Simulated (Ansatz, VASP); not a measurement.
One calculation of KW, two programs

```xyz
2
Lattice="2.8416 0.0000 0.0000 -1.4208 2.4609 0.0000 0.0000 0.0000 6.3052" Properties=species:S:1:pos:R:3 pbc="T T T"
K     0.0000    0.0000    0.0000
W     0.0000    1.6406    3.1526
```

Alike in both runs: functional PBE; k mesh 6 × 6 × 4; occupations gaussian, width 0.1 eV; no spin polarisation.

Ansatz relaxed the structure, and its values are those at the end. VASP's run is a single point on that final structure, the one shown.

```csv
,VASP,Ansatz
version,VASP 6.6.1,Ansatz 0.2.0
potentials or method,"VASP PAW PBE potentials, release 64 (K_sv, W_sv)","scalar-relativistic, plane waves, PAW"
plane-wave cutoff (eV),520,420
valence electrons in the cell,23,23
```

|  | VASP | Ansatz | Ansatz less VASP |
| --- | --- | --- | --- |
| gap on the k mesh at the Fermi level (eV) | none | none | - |
| pressure (GPa) | 0.3 | 0.0 | -0.29 |

A gap of «none» marks a metal or a gap that the smearing closes. With one functional, cell and mesh, what is left measures potentials, basis and numerics.

Caveats: the k mesh is coarse (spacing up to 0.43 Å⁻¹), so the values aren't converged. Spin-orbit coupling is left out, which matters for the levels of W.
